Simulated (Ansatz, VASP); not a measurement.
## Al2O3 (Corundum): VASP beside Ansatz

Aim: how closely do two programs agree when they are given the same cell, functional and k mesh? The structure shown comes from an earlier Ansatz run, which isn't shown and may have moved the atoms alone.

Calculated with Ansatz 0.2.0; plane waves, with VASP 6.6.1 beside it; elastic constants at LDA.

## (1) The structure

It takes space group R-3c (No. 167, trigonal). Conventional cell: a = 4.726 Å, b = 4.726 Å, c = 12.866 Å, α = 90.00°, β = 90.00°, γ = 120.00°. Nearest to Al lie 6 O at 1.84 to 1.95 Å. Nearest to O lie 4 Al at 1.84 to 1.95 Å. Farther neighbours and most contacts between anions are not listed.

## (2) Ansatz: elastic constants, LDA

Ansatz runs on its PAW soft_1 files.

Elastic constants are differences of stresses under small strains, so they test the stress and the mesh.

The input, input.yaml:

```yaml
crystal:
  lattice:
    - [2.3630204547, 1.3642904956, 4.2885075959]
    - [-2.3630204547, 1.3642904956, 4.2885075959]
    - [0.0, -2.7285809913, 4.2885075959]
  atoms:
    - { symbol: Al, position: [0.3513128942, 0.3513128942, 0.3513128942] }
    - { symbol: Al, position: [0.1486871058, 0.1486871058, 0.1486871058] }
    - { symbol: Al, position: [0.6486871058, 0.6486871058, 0.6486871058] }
    - { symbol: Al, position: [0.8513128942, 0.8513128942, 0.8513128942] }
    - { symbol: O, position: [0.5569416972, 0.9430583028, 0.25] }
    - { symbol: O, position: [0.25, 0.5569416972, 0.9430583028] }
    - { symbol: O, position: [0.9430583028, 0.25, 0.5569416972] }
    - { symbol: O, position: [0.4430583028, 0.0569416972, 0.75] }
    - { symbol: O, position: [0.75, 0.4430583028, 0.0569416972] }
    - { symbol: O, position: [0.0569416972, 0.75, 0.4430583028] }
kpoints:
  mp_grid: { grid: [3, 3, 3] }
hamiltonian:
  xc: lda
  pseudopotentials: { kind: paw, azcp: { folder: soft_1 }, xc_functional: pbe }
scf:
  occupations: { method: fixed }
output:
  forces: true
  stress: true
  eigenvalues: true
basis:
  ecutwfc: 260.0
elastic:
  mode: relaxed_ion
  stencil: two_point
```

Launch:

```bash
$ ansatz run input.yaml --threads 4 --pin off --max-ram 15360MiB --backend cpu --events-out ev --progress --plain --runs-dir out
```

Numbers of over 12 decimals in the logs are rounded to 6 here.

The program printed:

```text
Warning: basis.ecutwfc = 260 eV is below the records' recommended 420 eV, and the density's cutoff is lower with it unless basis.ecutrho_ratio is high enough to keep the records' density cutoff: compare with a run at a higher cutoff
Engine: ansatz 0.2.0, x86_64-unknown-linux-gnu
Pseudopotentials: kind: paw
Pseudopotential: Al, paw, valence charge 3, recommended cutoff 420 eV (normal), soft_1/Al.paw.azcp
Pseudopotential: O, paw, valence charge 6, recommended cutoff 420 eV (normal), soft_1/O.paw.azcp
Functional definition: SPW92
  exchange = slater_x
  correlation = pw_c
Crystal: 10 atoms, lattice volume = 82.953 Å³
Basis set: ecut = 260 eV, 773 PW (Γ)
Bands: 34, of which v1, the nominal top of the filled ones, is band 24 counted from 1 (23 counted from 0)
Symmetry: 12 space group operations
Space group: R-3c (ITA 167), of the structure as read, at distance tolerance 4.4e-5 Å
k-points: 6 of 27
Non-local potential: Al, projectors of the file, l = 0: 2, l = 1: 2, l = 2: 1
Non-local potential: O, projectors of the file, l = 0: 2, l = 1: 2, l = 2: 1
PAW form: soft (Blöchl's): semilocal exchange-correlation on the pseudo side does not see the compensation charge
PAW frozen core: Al, regenerated for the run's functional, and the local potential with it (the file was generated under x = pbe(κ = 0.804, μ = 0.219515), c = pbe(β = 0.066725))
PAW frozen core: O, regenerated for the run's functional, and the local potential with it (the file was generated under x = pbe(κ = 0.804, μ = 0.219515), c = pbe(β = 0.066725))
PAW one-centre angular grid: Al, 110 points (default); XC on 64 Gauss nodes
PAW one-centre angular grid: O, 110 points (default); XC on 64 Gauss nodes
Initial density: superposition of atomic densities (chi_scale 0.1, normalization cell, long waves kept (reshape's long-wave potential 0.00 eV rms))
Initial wavefunctions: pseudopotential atomic-orbital guess
Functional: x = slater, c = lda
SCF iter   1: F=—  HF=-5396.067624 eV  |F-HF|=—  |Δ(HF+E_count)|=         —  Δρ=1.04e-1  dr2=8.68e0  ethr=3.10e-3  ⟨swp⟩=5.2  Hψ=771  notcnv=0  defer=41
preconditioner: auto → Resta (q_TF=auto, 2.491 Å⁻¹)  ε∞=3.3  [insulator: Δε(μ)=7.295 eV  Ē_g=18.591 eV  n_scr=20 (ndim 8)  ℏωp=28.2 eV  f_vac=0.000  ε∞_Penn≈3.3]
SCF iter   2: F=—  HF=-5393.439607 eV  |F-HF|=—  |Δ(HF+E_count)|=    2.63e0  Δρ=4.69e-2  dr2=8.99e-1  ethr=3.10e-3  ⟨swp⟩=2.0  Hψ=424  notcnv=0  defer=29
SCF iter   3: F=—  HF=-5393.086028 eV  |F-HF|=—  |Δ(HF+E_count)|=   3.54e-1  Δρ=1.84e-2  dr2=1.61e-1  ethr=1.87e-3  ⟨swp⟩=1.2  Hψ=184  notcnv=0  defer=30
SCF iter   4: F=—  HF=-5393.023264 eV  |F-HF|=—  |Δ(HF+E_count)|=   6.28e-2  Δρ=1.53e-3  dr2=9.92e-4  ethr=3.36e-4  ⟨swp⟩=3.0  Hψ=279  notcnv=0  defer=48
SCF iter   5: F=—  HF=-5393.023315 eV  |F-HF|=—  |Δ(HF+E_count)|=   5.12e-5  Δρ=1.71e-4  dr2=2.49e-5  ethr=2.07e-6  ⟨swp⟩=2.7  Hψ=324  notcnv=0  defer=48
SCF iter   6: F=—  HF=-5393.023313 eV  |F-HF|=—  |Δ(HF+E_count)|=   2.56e-6  Δρ=2.84e-5  dr2=7.55e-7  ethr=5.19e-8  ⟨swp⟩=2.0  Hψ=293  notcnv=0  defer=32
SCF iter   7: F=—  HF=-5393.023312 eV  |F-HF|=—  |Δ(HF+E_count)|=   4.84e-7  Δρ=3.88e-6  dr2=1.47e-8  ethr=1.57e-9  ⟨swp⟩=2.0  Hψ=298  notcnv=0  defer=28
SCF iter   8: F=—  HF=-5393.023312 eV  |F-HF|=—  |Δ(HF+E_count)|=   1.95e-9  Δρ=5.06e-7  dr2=1.13e-10  ethr=3.07e-11  ⟨swp⟩=2.2  Hψ=328  notcnv=0  defer=28
SCF iter   9: F=—  HF=-5393.023312 eV  |F-HF|=—  |Δ(HF+E_count)|=  3.64e-12  Δρ=5.38e-8  dr2=1.34e-12  ethr=2.35e-13 (applied; sched 1.00e-12)  ⟨swp⟩=2.2  Hψ=324  notcnv=0  defer=28
SCF iter  10: F=-5393.023312 eV  HF=-5393.023312 eV  |F-HF|=1.82e-12  |Δ(HF+E_count)|=    0.00e0  Δρ=5.01e-9  dr2=1.21e-14  ethr=1.00e-12  ⟨swp⟩=12.7  Hψ=1184  notcnv=0
SCF 1 converged in 10 iterations: F = -5393.023312 eV  dr2 = 1.21e-14
  greatest PAW one-centre occupation: 0.864 electrons in one spin orbital (limit 2), on the O atom at site 9 (counted from 0), in its partial waves of l = 0
relax step   1: F+E_penalty+E_count = -5393.02331239 eV  Δ(F+E_penalty+E_count) = +0.000e0 eV  max|allowed force component| = 1.009e-3 eV/Å  Δτ_max = 0.0000 Å  (10 SCF iters, accepted)
[...]
relax step   5: F+E_penalty+E_count = -5393.05130778 eV  Δ(F+E_penalty+E_count) = -2.584e-9 eV  max|allowed force component| = 5.382e-5 eV/Å  Δτ_max = 0.0000 Å  (5 SCF iters, accepted)
[...]
relax step   6: F+E_penalty+E_count = -5393.05130778 eV  Δ(F+E_penalty+E_count) = -3.347e-10 eV  max|allowed force component| = 4.927e-6 eV/Å  Δτ_max = 0.0000 Å  (4 SCF iters, accepted)
iter 1 solved again at ethr=1.00e-12 eV; its pass at ethr=3.10e-3 eV (dr2=1.86e-13 eV) is discarded
SCF iter   1: F=—  HF=-5393.051308 eV  |F-HF|=—  |Δ(HF+E_count)|=         —  Δρ=1.28e-8  dr2=9.36e-14  ethr=1.00e-12  ⟨swp⟩=1.8  Hψ=1241  notcnv=0  defer=35
SCF iter   2: F=-5393.051308 eV  HF=-5393.051308 eV  |F-HF|=9.09e-13  |Δ(HF+E_count)|=  9.09e-13  Δρ=4.14e-9  dr2=7.08e-15  ethr=1.00e-12  ⟨swp⟩=4.0  Hψ=1022  notcnv=0
SCF 38 converged in 2 iterations: F = -5393.051308 eV  dr2 = 7.08e-15
SCF converged after 6 iterations
Free energy (F): -5393.023312 eV
Harris-Foulkes:  -5393.023312 eV  (|F-HF|=0.00e0)
Internal energy: -5393.023312 eV  (E = F + TS)
E sigma→0 (E₀):  -5393.023312 eV
Fermi energy:    7.678279 eV
--- Per-component energies (eV) ---
  E_band       = 59.816796
  E_kinetic    = 1173.360359
  E_local      = -1928.361220  (includes V_loc(G=0)·N_el)
  E_nonlocal   = 334.744410
  E_hartree    = 722.794121
  E_xc         = -594.547789
  E_vxc        = -690.610144  (∫ρ·V_xc dr)
  E_paw        = -2684.811794  (= ΣΔE_a)
  E_vpaw       = -274.933807  (= ΣTr[D̂ρ^β])
  E_aug_tail   = 0.028965  (compensation charges beyond the density's cutoff)
  E_ewald      = -2417.034760
  E_core_change = 0.804395  (= ΣΔE_core)
  E_smearing   = -0.000000  (= −TS)
  E_closure    = -0.000000  (closes the sum)
  Σ components = -5393.023312   (vs F -5393.023312, Δ=0.00e0)
--- Forces (eV/Å), atoms counted from 1 ---
  atom   1  Al     0.00000000    -0.00000000     0.00002454
  atom   2  Al    -0.00000000     0.00000000    -0.00002454
  atom   3  Al     0.00000000     0.00000000    -0.00002454
  atom   4  Al     0.00000000    -0.00000000     0.00002454
  atom   5  O     -0.00002695     0.00000000     0.00000000
  atom   6  O      0.00001348    -0.00002334    -0.00000000
  atom   7  O      0.00001348     0.00002334     0.00000000
  atom   8  O      0.00002695     0.00000000     0.00000000
  atom   9  O     -0.00001348     0.00002334     0.00000000
  atom  10  O     -0.00001348    -0.00002334    -0.00000000
  max |Σ_I F_I| component: 6.65e-18 eV/Å
--- Stress (GPa, compression-positive) ---
        0.023067      -0.000000      -0.000000
        0.000000       0.023067       0.000000
        0.000000       0.000000      -0.013891
  P = ⅓ Tr σ = 0.0107 GPa (0.107 kbar)
--- Band table (eV; the first three rows and the last of 6) ---
  k-point 0: bands = [... 20 lower, 7.1446, 7.6772, 7.6783, 7.6783, 14.0182, 16.7902, 18.5877, 19.2945, ... 6 higher]
  k-point 1: bands = [... 20 lower, 6.7410, 7.0772, 7.4256, 7.4355, 15.9538, 17.5606, 17.8384, 18.2888, ... 6 higher]
  k-point 2: bands = [... 20 lower, 6.5731, 6.9321, 7.2739, 7.3069, 16.3047, 17.7782, 17.8194, 18.5880, ... 6 higher]
  k-point 5: bands = [... 20 lower, 6.6594, 6.7503, 7.0029, 7.0363, 17.3610, 17.5789, 17.9714, 18.3047, ... 6 higher]
--- Elastic constants: 3 strain directions × 2 members + reference (group order 12) ---
  dense FFT box of the reference and of every strained cell: 27×27×27
  strains applied: 11, 33, 23; error gains: componentwise 1.00 (the most a stress slope's error grows in a printed constant), spectral 1.41 (1 for all six strains in a standard setting)
  reference relaxed by the batch: 4 steps; max|allowed force component| 1.01e-3 eV/Å at the deck's positions, 2.69e-5 at the last accepted step, 2.70e-5 by the solve of record
  largest displacement 4.9e-5 Å; the constants are those of the deck's cell at these positions:
  atoms:
    - { symbol: Al, position: [0.351309, 0.351309, 0.351309] }
    - { symbol: Al, position: [0.148691, 0.148691, 0.148691] }
    - { symbol: Al, position: [0.648691, 0.648691, 0.648691] }
    - { symbol: Al, position: [0.851309, 0.851309, 0.851309] }
    - { symbol: O, position: [0.556941, 0.943059, 0.25] }
    - { symbol: O, position: [0.250000, 0.556941, 0.943059] }
    - { symbol: O, position: [0.943059, 0.250000, 0.556941] }
    - { symbol: O, position: [0.443059, 0.056941, 0.750000] }
    - { symbol: O, position: [0.750000, 0.443059, 0.056941] }
    - { symbol: O, position: [0.056941, 0.750000, 0.443059] }
  C = ∂σ_k/∂η_j (tension-positive GPa; Voigt order 11 22 33 23 13 12):
       597.907    204.763    182.473     11.024      0.000      0.000
       204.763    597.907    182.473    -11.024      0.000      0.000
       189.638    189.638    784.138     -0.000      0.000      0.000
        18.177    -18.177     -0.000    202.040      0.000      0.000
         0.000     -0.000      0.000      0.000    202.040     18.177
         0.000     -0.000      0.000      0.000     11.024    196.572
  reference stress σ⁰ (GPa):     -0.023     -0.023      0.014     -0.000      0.000      0.000
  C* (energy form; C + prestress term) asymmetry max|C*_kj − C*_jk| = 7.203e0 GPa — a small one proves nothing (zero by symmetry where the batch's group is 432, −43m or m−3m); a large one is finite-difference/SCF noise where every solve meets its electron count
  moduli (Voigt/Reuss/Hill, GPa): K = 348.19/344.36/346.27   G = 213.67/209.11/211.39   E = 526.94   ν = 0.246
  mechanically stable: yes (min eigenvalue of sym C = 184.45 GPa)
  strain η (Voigt 11):  stress-route row diagonal C_11 = 597.91 GPa, energy-path curvature d²(F+E_count+ΔE)/dδ²/Ω₀ = 478.17 GPa
         δ    σ_11 (GPa)             F (eV)   n_scf  n_hpsi   n_pw
    -2.000e-3      -1.2555       -5392.9894005       2    2359    796   relax 5 steps, max|allowed force component| 2.78e-5 eV/Å
     2.000e-3       1.1361       -5393.0702785       2    2320    805   relax 4 steps, max|allowed force component| 9.29e-6 eV/Å
  strain η (Voigt 33):  stress-route row diagonal C_33 = 784.14 GPa, energy-path curvature d²(F+E_count+ΔE)/dδ²/Ω₀ = 483.66 GPa
         δ    σ_33 (GPa)             F (eV)   n_scf  n_hpsi   n_pw
    -2.000e-3      -1.8403       -5392.9305954       2    1374    794   relax 3 steps, max|allowed force component| 6.76e-6 eV/Å
     2.000e-3       1.2963       -5393.0122112       2    1406    800   relax 3 steps, max|allowed force component| 4.24e-7 eV/Å
  strain η (Voigt 23):  stress-route row diagonal C_44 = 202.04 GPa, energy-path curvature d²(F+E_count+ΔE)/dδ²/Ω₀ = 5.33 GPa
         δ    σ_23 (GPa)             F (eV)   n_scf  n_hpsi   n_pw
    -2.000e-3      -0.4087       -5393.0443930       2    2360    800   relax 6 steps, max|allowed force component| 1.95e-5 eV/Å
     2.000e-3       0.3994       -5393.0513078       2    2423    800   relax 6 steps, max|allowed force component| 4.93e-6 eV/Å
```

(Part 1 of 2 ends here.)

[Lines on the potential files, build, host, timing and source positions are cut from VASP's logs without a mark.]

[Logs are printed without paths, hosts, clocks, repeated set-up lines and the standing remarks that a program may print on its own settings, such as how far it seeks lower states.]

[Hosts, paths, dates, database ids (printed as entryN), source tags and the programs' standing remarks are cut or masked in the printed files.]
